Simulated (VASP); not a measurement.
Write the native input for VASP 6.6.1 that does the following.

| Item | Value |
| --- | --- |
| Task | band structure |
| Functional | PBE |
| Potentials or basis | VASP PAW PBE potentials, release 64 (Cd, S) |
| Cutoff | 520 eV |
| k mesh | 10 × 10 × 10 |
| Occupations | gaussian, width 0.02 eV |
| Spin | no spin polarisation |
| Further INCAR settings | ALGO = Normal; EDIFF = 1e-07 |

The structure of CdS lies in POSCAR:

```
CdS
1.0
    0.0000000000      2.9165000000      2.9165000000
    2.9165000000      0.0000000000      2.9165000000
    2.9165000000      2.9165000000      0.0000000000
Cd S
1 1
Direct
    0.0000000000      0.0000000000      0.0000000000
    0.2500000000      0.2500000000      0.2500000000
```

The input as run:

INCAR

```
SYSTEM = CdS
  PREC = Accurate
  ENCUT = 520
  EDIFF = 1E-7
  ISMEAR = 0
  SIGMA = 0.02
  LREAL = .FALSE.
  LASPH = .TRUE.
  NELM = 60
  ALGO = Normal
  ISIF = 2
  LWAVE = .FALSE.
  LCHARG = .FALSE.
  GGA = PE
```

KPOINTS

```
regular mesh
0
G
  10 10 10
  0 0 0
```

KPOINTS_OPT

```
path GXWKGLUWLK,UX
20
line-mode
reciprocal
 0.0000000000  0.0000000000  0.0000000000  G
 0.5000000000  0.0000000000  0.5000000000  X

 0.5000000000  0.0000000000  0.5000000000  X
 0.5000000000  0.2500000000  0.7500000000  W

 0.5000000000  0.2500000000  0.7500000000  W
 0.3750000000  0.3750000000  0.7500000000  K

 0.3750000000  0.3750000000  0.7500000000  K
 0.0000000000  0.0000000000  0.0000000000  G

 0.0000000000  0.0000000000  0.0000000000  G
 0.5000000000  0.5000000000  0.5000000000  L

 0.5000000000  0.5000000000  0.5000000000  L
 0.6250000000  0.2500000000  0.6250000000  U

 0.6250000000  0.2500000000  0.6250000000  U
 0.5000000000  0.2500000000  0.7500000000  W

 0.5000000000  0.2500000000  0.7500000000  W
 0.5000000000  0.5000000000  0.5000000000  L

 0.5000000000  0.5000000000  0.5000000000  L
 0.3750000000  0.3750000000  0.7500000000  K

 0.6250000000  0.2500000000  0.6250000000  U
 0.5000000000  0.0000000000  0.5000000000  X
```

Potentials or basis: VASP PAW PBE potentials, release 64 (Cd, S).

Launch:

```console
$ cat potpaw_PBE.64/Cd/POTCAR potpaw_PBE.64/S/POTCAR > POTCAR
$ mpirun -np 1 vasp_std > vasp.out
```

It gave:

* Pressure: 3.2 GPa
* Band gap on the k mesh: 1.15 eV, direct
* Band gap along the path: 1.15 eV, direct

It took 110 s on 1 thread of AMD EPYC 7R13 Processor (Zen 3) (shared host), peak memory 0.17 GiB.
